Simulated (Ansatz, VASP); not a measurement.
# BiN: VASP beside Ansatz

Wanted: the spread between two codes on one cell, functional and k mesh. The cell is invented: As first built, before any earlier steps moved the atoms: it takes the LuN structure with some of its atoms replaced by other elements, volume scaled by an estimate. It may not be a known or stable phase. The cell comes out of the VASP series on this material, whose earlier steps may have relaxed, scaled or displaced it; both programs get it as it stands.

Method: plane waves, with VASP 6.6.1 beside it; band structure at HSE06, spin-orbit coupling, in Ansatz 0.2.0.

**1. The structure**

The structure is cubic, space group Fm-3m (No. 225). The conventional cell has a = 5.148 Å, b = 5.148 Å, c = 5.148 Å, α = 90.00°, β = 90.00°, γ = 90.00°. Bi has 6 N at 2.57 Å nearest. N has 6 Bi at 2.57 Å nearest. As first built, before any earlier steps moved the atoms: sites of the LuN structure (space group 225) filled with other elements, volume scaled by an estimate. Farther neighbours and most contacts between anions are not listed.

**2. Ansatz: band structure, HSE06, spin-orbit coupling**

Ansatz runs on its fully relativistic PAW (standard-fr) files.

The same path points are solved in both programs, so levels can be compared one by one.

Contents of input.yaml:

```yaml
crystal:
  lattice:
    - [0.0, 2.5738746944, 2.5738746944]
    - [2.5738746944, 0.0, 2.5738746944]
    - [2.5738746944, 2.5738746944, 0.0]
  atoms:
    - { symbol: Bi, position: [0.0, 0.0, 0.0] }
    - { symbol: "N", position: [0.5, 0.5, 0.5] }
hamiltonian:
  xc: { exchange: pbe, correlation: pbe, exx: { coeff: 0.25, omega: 0.2 } }
  pseudopotentials: { kind: paw_fr }
magnetization:
  noncollinear: true
  spin_orbit: true
kpoints:
  mp_grid: { grid: [5, 5, 5] }
  band_path:
    path:
      - [0.0, 0.0, 0.0]
      - [0.5, 0.0, 0.5]
      - [0.5, 0.2, 0.7]
      - [0.4, 0.35, 0.75]
      - [0.225, 0.225, 0.45]
      - [0.15, 0.15, 0.3]
      - [0.2, 0.2, 0.2]
      - [0.55, 0.4, 0.55]
      - [0.6, 0.25, 0.65]
      - [0.5, 0.25, 0.75]
      - [0.5, 0.45, 0.55]
      - [0.5, 0.5, 0.5]
      - [0.375, 0.375, 0.75]
      - [0.5, 0.0, 0.5]
    npoints: 1
scf:
  occupations: { method: gaussian, width: 0.02 }
  n_extra_bands: 14
output:
  forces: true
  stress: true
  eigenvalues: true
```

Run with:

```
$ ansatz run input.yaml --threads 4 --pin off --max-ram 9216MiB --backend cpu --events-out ev --progress --plain --runs-dir out
```

Numbers of over 12 decimals in the logs are rounded to 6 here.

What it wrote:

```text
Warning: output.stress: scf.convergence.dr2_threshold = 1e-7 eV (the SCF's general default) is looser than the 2e-10 eV advised for a printed stress (1e-10 eV for each atom of the cell: 2). What an SCF threshold leaves in a stress goes as its square root, and in the free energy as the threshold itself, and one threshold admits the most on a small cell: [figures from the program's tests cut] Set scf.convergence.dr2_threshold to 2e-10 eV or tighter. The threshold is an SCF's pass mark: one that does not reach it within its budget of iterations ends unconverged, or closes short of it on a stop that the run arms, and scf.convergence.dr2_threshold's page says what that costs each kind of run
Warning: output.stress: scf.exx.energy_threshold = 1e-6 eV is looser than the 2e-8 eV advised for a stress under a hybrid functional (1e-8 eV for each atom of the cell: 2). Every SCF of the exchange loop can meet its threshold on dr2 while the loop round them stops early: no threshold on dr2 bounds what that leaves in the stress. Set scf.exx.energy_threshold to 2e-8 eV or tighter. The threshold is the loop's pass mark: a loop that does not reach it within its budget of cycles ends unconverged, and scf.exx.energy_threshold's page has the law
scf.n_extra_bands = 14 over 20 filled bands (N_el = 20.0): the run solves 34 bands
Engine: ansatz 0.2.0, aarch64-unknown-linux-gnu
Pseudopotentials: kind: paw_fr
Pseudopotential: Bi, paw_fr, valence charge 15, recommended cutoff 420 eV (normal), Bi.paw.azcp#standard-fr
Pseudopotential: N, paw_fr, valence charge 5, recommended cutoff 420 eV (normal), N.paw.azcp#standard-fr
Functional definition: unnamed
  parameter a_1 = 0.25
  parameter omega_1 = 0.2/angstrom
  exchange = pbe_x + (-a_1)*pbe_x_sr(omega_1) + a_1*exact_x_sr(omega_1)
  correlation = pbe_c
non-collinear run that drives no moment, with spin-orbit: no starting moment large enough to seed its density (crystal.atoms[].spin), no starting occupations that ask for one, no magnetisation constraint and no magnetic field, so the semilocal B_xc is pinned to zero
Crystal: 2 atoms, lattice volume = 34.103 Å³
Basis set: ecut = 420 eV, 645 PW (Γ), exchange–correlation on 50×50×50 points (8 copies of the dense FFT grid, shifted against one another)
Bands: 34, of which v1, the nominal top of the filled ones, is band 20 counted from 1 (19 counted from 0)
Symmetry: 48 space group operations + 48 with time reversal
Magnetic group: BNS 225.117 (UNI 1619), of the structure as read, at distance tolerance 3.2e-5 Å
k-points: 10 of 125
Projection manifold: j_resolved (fully-relativistic pseudo-atomic orbitals)
Non-local potential: Bi, projectors of the file, l = 0: 2, l = 1: 4, l = 2: 4, l = 3: 4
Non-local potential: N, projectors of the file, l = 0: 2, l = 1: 4, l = 2: 2
PAW form: soft (Blöchl's): semilocal exchange-correlation on the pseudo side does not see the compensation charge
PAW frozen core: Bi, regenerated for the run's functional, and the local potential with it (the file was generated under x = pbe(κ = 0.804, μ = 0.219515), c = pbe(β = 0.066725))
PAW frozen core: N, regenerated for the run's functional, and the local potential with it (the file was generated under x = pbe(κ = 0.804, μ = 0.219515), c = pbe(β = 0.066725))
PAW one-centre angular grid: Bi, 590 points (default); XC on 160 Gauss nodes
PAW one-centre angular grid: N, 110 points (default); XC on 64 Gauss nodes
Initial density: superposition of atomic densities (chi_scale 0.1, normalization cell, long waves kept (reshape's long-wave potential 0.00 eV rms))
Initial wavefunctions: pseudopotential atomic-orbital guess
Functional: x = pbe(κ = 0.804, μ = 0.219515), c = pbe(β = 0.066725), warm-up for x = pbe(κ = 0.804, μ = 0.219515) + 0.25 (exact − pbe) at short range (hse, ω = 0.2 Å⁻¹), c = pbe(β = 0.066725)
SCF iter   1: F=—  HF=-12820.890188 eV  |F-HF|=—  |Δ(HF+E_count)|=         —  Δρ=5.26e-2  dr2=1.47e0  dr2_m=0.00e0 (ungated)  ethr=1.00e-1  |M|=0.00e0 ∫|m|=0.00e0 μB  |m|>n=0.0e0 m-floor=0.0e0 τ_xc=0.0e0  β_m=0.30  ⟨swp⟩=6.3  Hψ=1216  notcnv=0
preconditioner: auto → none  [insulator: Δε(μ)=1.094 eV  Ē_g=23.355 eV  σ=0.020 eV  W_gap=1.00  n_scr=14 (ndim 8)  ℏωp=28.4 eV  f_vac=0.000  D(μ)=0.00/eV (n_scr^D=0)]
SCF iter   2: F=—  HF=-12820.655152 eV  |F-HF|=—  |Δ(HF+E_count)|=   2.35e-1  Δρ=2.97e-2  dr2=1.87e-1  dr2_m=0.00e0 (ungated)  ethr=7.35e-3  |M|=0.00e0 ∫|m|=0.00e0 μB  |m|>n=0.0e0 m-floor=0.0e0 τ_xc=0.0e0  β_m=0.28  ⟨swp⟩=3.2  Hψ=794  notcnv=0
SCF iter   3: F=—  HF=-12820.631237 eV  |F-HF|=—  |Δ(HF+E_count)|=   2.39e-2  Δρ=1.57e-2  dr2=5.41e-2  dr2_m=0.00e0 (ungated)  ethr=9.36e-4  |M|=0.00e0 ∫|m|=0.00e0 μB  |m|>n=0.0e0 m-floor=0.0e0 τ_xc=0.0e0  β_m=0.52  ⟨swp⟩=3.0  Hψ=726  notcnv=0
iter 4 solved again at ethr=4.92e-6 eV; its pass at ethr=2.70e-4 eV (dr2=9.84e-4 eV) is discarded
SCF iter   4: F=—  HF=-12820.629366 eV  |F-HF|=—  |Δ(HF+E_count)|=   1.87e-3  Δρ=1.86e-3  dr2=1.01e-3  dr2_m=0.00e0 (ungated)  ethr=4.92e-6  |M|=0.00e0 ∫|m|=0.00e0 μB  |m|>n=0.0e0 m-floor=0.0e0 τ_xc=0.0e0  β_m=0.51  ⟨swp⟩=4.7  Hψ=1638  notcnv=0  defer=6
[...]
Frozen-core exchange: fock
SCF iter   1: F=—  HF=-12794.367689 eV  |F-HF|=—  |Δ(HF+E_count)|=         —  Δρ=7.93e-3  dr2=1.22e-2  dr2_m=0.00e0 (ungated)  ethr=2.77e-7  |M|=0.00e0 ∫|m|=0.00e0 μB  |m|>n=0.0e0 m-floor=0.0e0 τ_xc=0.0e0  β_m=0.30  ⟨swp⟩=9.2  Hψ=1982  notcnv=0
preconditioner: auto → none  [insulator: Δε(μ)=0.892 eV  Ē_g=25.526 eV  σ=0.020 eV  W_gap=1.00  n_scr=14 (ndim 8)  ℏωp=28.4 eV  f_vac=0.000  D(μ)=0.00/eV (n_scr^D=0)]
SCF iter   2: F=—  HF=-12794.363168 eV  |F-HF|=—  |Δ(HF+E_count)|=   4.52e-3  Δρ=2.68e-3  dr2=2.52e-3  dr2_m=0.00e0 (ungated)  ethr=2.77e-7  |M|=0.00e0 ∫|m|=0.00e0 μB  |m|>n=0.0e0 m-floor=0.0e0 τ_xc=0.0e0  β_m=0.58  ⟨swp⟩=4.0  Hψ=1020  notcnv=0
SCF iter   3: F=—  HF=-12794.369632 eV  |F-HF|=—  |Δ(HF+E_count)|=   6.46e-3  Δρ=1.55e-3  dr2=1.07e-3  dr2_m=0.00e0 (ungated)  ethr=2.77e-7  |M|=0.00e0 ∫|m|=0.00e0 μB  |m|>n=0.0e0 m-floor=0.0e0 τ_xc=0.0e0  β_m=0.58  ⟨swp⟩=4.0  Hψ=1126  notcnv=0
SCF iter   4: F=—  HF=-12794.369347 eV  |F-HF|=—  |Δ(HF+E_count)|=   2.85e-4  Δρ=1.77e-4  dr2=4.53e-5  dr2_m=0.00e0 (ungated)  ethr=2.77e-7  |M|=0.00e0 ∫|m|=0.00e0 μB  |m|>n=0.0e0 m-floor=0.0e0 τ_xc=0.0e0  β_m=0.79  ⟨swp⟩=3.4  Hψ=738  notcnv=0
SCF iter   5: F=—  HF=-12794.369460 eV  |F-HF|=—  |Δ(HF+E_count)|=   1.13e-4  Δρ=2.57e-4  dr2=3.79e-5  dr2_m=0.00e0 (ungated)  ethr=7.55e-8  |M|=0.00e0 ∫|m|=0.00e0 μB  |m|>n=0.0e0 m-floor=0.0e0 τ_xc=0.0e0  β_m=0.79  ⟨swp⟩=3.3  Hψ=752  notcnv=0  defer=2
SCF iter   6: F=-12794.369452 eV  HF=-12794.369452 eV  |F-HF|=1.79e-7  |Δ(HF+E_count)|=   8.25e-6  Δρ=2.27e-5  dr2=5.97e-7  dr2_m=0.00e0 (ungated)  ethr=7.55e-8  |M|=0.00e0 ∫|m|=0.00e0 μB  |m|>n=0.0e0 m-floor=0.0e0 τ_xc=0.0e0  ⟨swp⟩=2.8  Hψ=582  notcnv=0
SCF 2 stopped early in 6 iterations: F = -12794.369452 eV  dr2 = 5.97e-7
hybrid outer 1: dexx = +7.142e-3 eV, tail = 1.84e-5 eV
Projection manifold: j_resolved (fully-relativistic pseudo-atomic orbitals)
Exchange kernel: α = 0.2500, screened, ω = 0.2000 Å⁻¹, Wigner–Seitz truncation, v(0) = 1120.0971 eV·Å³, q-mesh 5×5×5, nearest image of the exchange supercell L = 18.20 Å, pair-density grid 15×15×15, without the augmentation charges, whose exchange is taken in its separable form by FFT convolution over the k-point mesh (sized by the pseudopotential files, 20×20×20 at the most), smooth part of the exact exchange by density-matrix convolution
Frozen-core exchange: fock
SCF iter   1: F=—  HF=-12794.369317 eV  |F-HF|=—  |Δ(HF+E_count)|=         —  Δρ=6.85e-5  dr2=1.83e-6  dr2_m=0.00e0 (ungated)  ethr=4.61e-7  |M|=0.00e0 ∫|m|=0.00e0 μB  |m|>n=0.0e0 m-floor=0.0e0 τ_xc=0.0e0  β_m=0.30  ⟨swp⟩=5.2  Hψ=906  notcnv=0
preconditioner: auto → none  [insulator: Δε(μ)=0.905 eV  Ē_g=25.538 eV  σ=0.020 eV  W_gap=1.00  n_scr=14 (ndim 8)  ℏωp=28.4 eV  f_vac=0.000  D(μ)=0.00/eV (n_scr^D=0)]
SCF iter   2: F=—  HF=-12794.369316 eV  |F-HF|=—  |Δ(HF+E_count)|=   6.87e-8  Δρ=1.62e-5  dr2=7.89e-8  dr2_m=0.00e0 (ungated)  ethr=7.41e-9  |M|=0.00e0 ∫|m|=0.00e0 μB  |m|>n=0.0e0 m-floor=0.0e0 τ_xc=0.0e0  β_m=0.65  ⟨swp⟩=3.1  Hψ=688  notcnv=0
SCF iter   3: F=—  HF=-12794.369317 eV  |F-HF|=—  |Δ(HF+E_count)|=   2.44e-7  Δρ=1.41e-5  dr2=7.45e-8  dr2_m=0.00e0 (ungated)  ethr=2.07e-10  |M|=0.00e0 ∫|m|=0.00e0 μB  |m|>n=0.0e0 m-floor=0.0e0 τ_xc=0.0e0  β_m=0.65  ⟨swp⟩=4.4  Hψ=926  notcnv=0
SCF iter   4: F=-12794.369317 eV  HF=-12794.369317 eV  |F-HF|=1.57e-9  |Δ(HF+E_count)|=   2.24e-8  Δρ=2.40e-6  dr2=2.64e-9  dr2_m=0.00e0 (ungated)  ethr=2.07e-10  |M|=0.00e0 ∫|m|=0.00e0 μB  |m|>n=0.0e0 m-floor=0.0e0 τ_xc=0.0e0  ⟨swp⟩=3.0  Hψ=596  notcnv=0
SCF 3 converged in 4 iterations: F = -12794.369317 eV  dr2 = 2.64e-9
  Residual-converged pass: ⟨swp⟩=3.0  Hψ=686  notcnv=0  max |occ|·‖R‖ = 2.3e-6 eV (tolerance 2.4e-6 eV)  dr2=2.48e-9  dr2_m=0.00e0 (ungated)  dr2_onsite=3.69e-10  max |Δocc| = 2.2e-231
hybrid outer 2: dexx = +2.437e-7 eV, tail = 1.15e-8 eV, Δε = 2.97e-3 eV (about 8.80e-5 eV left of the loop's levels)
NSCF: frozen V_eff on 14 k-points
hybrid SCF converged: 2 outer / 10 inner (+6 warm-up), last move |dexx| = 2.44e-7 eV, tail = 1.15e-8 eV
Magnetization: |M| = 0.0000 μB,  M = (+0.0000, +0.0000, +0.0000) μB
Absolute magnetization: 0.0000 μB (∫|m|)
  site 0: m = (+0.0000, +0.0000, +0.0000) μB, |m| = 0.0000 μB  (R = 1.06 Å)
  site 1: m = (+0.0000, +0.0000, +0.0000) μB, |m| = 0.0000 μB  (R = 1.06 Å)
Free energy (F): -12794.369317 eV
Frozen-core exchange: fock
Harris-Foulkes:  -12794.369317 eV  (|F-HF|=1.57e-9)
Internal energy: -12794.369317 eV  (E = F + TS)
E sigma→0 (E₀):  -12794.369317 eV
Fermi energy:    12.758691 eV
--- Per-component energies (eV) ---
  E_band       = -72.145643
  E_kinetic    = 426.353707
  E_local      = -1414.558886  (includes V_loc(G=0)·N_el)
  E_nonlocal   = 610.288906
  E_hartree    = 433.123484
  E_xc         = -170.062540
  E_vxc        = -176.084354  (∫ρ·V_xc dr)
  E_exx        = -47.817383  (= α·E_x^exact, valence–valence)
  E_paw        = -10800.074012  (= ΣΔE_a)
  E_vpaw       = -288.756496  (= ΣTr[D̂ρ^β])
  E_aug_tail   = -0.000291  (compensation charges beyond the density's cutoff)
  E_ewald      = -1831.757994
  E_core_change = 0.135694  (= ΣΔE_core)
  E_smearing   = -0.000000  (= −TS)
  E_closure    = -0.000001  (closes the sum)
  Σ components = -12794.369317   (vs F -12794.369317, Δ=0.00e0)
--- Forces (eV/Å), atoms counted from 1 ---
  atom   1  Bi    -0.00000000     0.00000000    -0.00000000
  atom   2  N      0.00000000    -0.00000000     0.00000000
  max |Σ_I F_I| component: 1.31e-29 eV/Å
--- Stress (GPa, compression-positive) ---
       -4.965260       0.000000       0.000000
       -0.000000      -4.965260      -0.000000
        0.000000       0.000000      -4.965260
  P = ⅓ Tr σ = -4.9653 GPa (-49.653 kbar)
--- Band table (eV; the first three rows and the last of 10) ---
  k-point 0: bands = [... 16 lower, 9.9871, 9.9871, 9.9871, 9.9871, 17.1043, 17.1043, 20.7624, 20.7624, ... 10 higher]
  k-point 1: bands = [... 16 lower, 10.1337, 10.1337, 10.7040, 10.7040, 15.3396, 15.3396, 17.6161, 17.6161, ... 10 higher]
  k-point 2: bands = [... 16 lower, 10.4455, 10.4455, 11.3591, 11.3591, 13.4765, 13.4765, 15.1261, 15.1261, ... 10 higher]
  k-point 9: bands = [... 16 lower, 7.2144, 7.2144, 11.2633, 11.2633, 14.9187, 14.9187, 17.4471, 17.4471, ... 10 higher]
```

It took 94 s on 4 threads of Arm Neoverse V2, shared host; peak memory 1 GiB.

(Part 1 of 2 ends here.)

[Lines on the potential files, build, host, timing and source positions are cut from VASP's logs without a mark.]

[Logs are printed without paths, hosts, clocks, repeated set-up lines and the standing remarks that a program may print on its own settings, such as how far it seeks lower states.]

[Hosts, paths, dates, database ids (printed as entryN), source tags and the programs' standing remarks are cut or masked in the printed files.]
